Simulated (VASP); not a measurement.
PbI2 (1T layered): the band gap from VASP (plane waves, PAW) at several levels of theory. Gaps are without spin-orbit coupling. Each level names its cell: its own relaxed one, PBE's, or the starting one. A gap is the smallest over the k-mesh and a band path; hybrids may have named points in place of the path, and GW has the mesh alone. Without a dispersion term in the relaxation, distances and binding between the weakly bound layers, chains or molecules are unreliable, and so is what depends on them. mBJ is a potential without an energy functional, so only the levels count. The errors mix the missing spin-orbit coupling with the functional's own.

| level | band gap (eV) | error against measurement (eV) |
|---|---|---|
| LDA (own cell) | 1.90 | -0.50 |
| PBE (own cell) [volume +14 % from the start] | 2.41 | +0.01 |
| PBEsol (own cell) | 2.13 | -0.27 |
| mBJ (TB09) (PBE cell) [volume +14 % from the start] | 3.22 | +0.82 |
| HSE06 (PBE cell) [volume +14 % from the start] | 3.17 | +0.77 |

Measured: 2.40 eV (as given by Wikipedia, List of semiconductor materials).

The cell of the LDA (own cell) run:

Space group P-3m1 (No. 164); a = b = 4.4641 Å, c = 6.8056 Å, α = β = 90.00°, γ = 120.00°

| atom | site | symmetry | x | y | z |
|---|---|---|---|---|---|
| Pb | 1a | -3m. | 0.0000 | 0.0000 | 0.0000 |
| I | 2d | 3m. | 0.3333 | 0.6667 | 0.2747 |

Only levels that ran to the end are used. Left out are those held back, those with too coarse a band path, GW runs whose mesh misses a band edge, hybrids' fits of cells that aren't cubic and levels without matching references; a question may draw on a part of the rest.

The compound is PbI2 in the 1T layered structure.
